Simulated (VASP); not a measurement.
Here is the system:

```xyz
4
Lattice="4.4126 0.0000 0.0000 2.2063 5.7575 0.0000 0.0000 0.0000 15.2402" Properties=species:S:1:pos:R:3 pbc="T T T"
La     4.4126     3.9704     7.3819
La     2.2063     1.4341    10.2402
Sb     2.2063     3.2053     5.0000
Sb     4.4126     0.6690     7.8583
```

These are PBE GGA, VASP's PBE PAW potentials (set 64) (plane waves; VASP) values and carry that method's errors. Numerical set-up: 300 eV cut-off, 3×3×1 Γ-centred mesh, Gaussian smearing of 0.14 eV, potentials La Sb.

The cell holds a wide vacuum, so values per volume refer to the whole cell.

Give the energies of bands 11 to 19 at the high-symmetry points, in eV from the Fermi level.

| band | Γ | C | Y2 | V2 |
|---|---|---|---|---|
| 11 | -2.22 | -2.53 | -2.72 | -2.53 |
| 12 | -1.88 | -1.81 | -2.10 | -1.91 |
| 13 | -1.07 | -1.74 | -0.74 | -1.60 |
| 14 | -0.94 | -1.03 | -0.71 | -1.16 |
| 15 | -0.39 | -0.49 | -0.37 | -0.37 |
| 16 | -0.18 | -0.05 | 0.01 | -0.17 |
| 17 | 0.20 | 0.12 | 0.19 | 0.09 |
| 18 | 0.26 | 0.36 | 0.33 | 0.38 |
| 19 | 0.42 | 0.44 | 0.35 | 0.47 |

It has no gap at this level: it comes out as a metal or semimetal.

The cell is a sheet with vacuum, built from a generated structure.
